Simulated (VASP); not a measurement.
Given:

```yaml
crystal:
  lattice:
    - [0.00000, 2.09263, 2.09263]
    - [2.09263, 0.00000, 2.09263]
    - [2.09263, 2.09263, 0.00000]
  atoms:
    - { symbol: Mg, position: [0.00000, 0.00000, 0.00000] }
    - { symbol: O, position: [0.50000, 0.50000, 0.50000] }
```

Calculation: SCAN meta-GGA, VASP's PBE PAW potentials (set 64) (plane waves; VASP). Settings: 520 eV cut-off, 12×12×12 Γ-centred mesh, tetrahedra with Blöchl corrections, potentials Mg O.

Q: What does the run give for the energy per atom (σ→0), band gap (over mesh and band path) with the smallest direct gap where there is one?

A: 
```json
{
  "band gap (over mesh and band path)": "5.75 eV",
  "smallest direct gap (over mesh and band path)": "5.75 eV",
  "energy per atom (σ→0)": "-834.0 kJ/mol of atoms"
}
```

The compound is MgO in the rock salt structure. It was relaxed first.
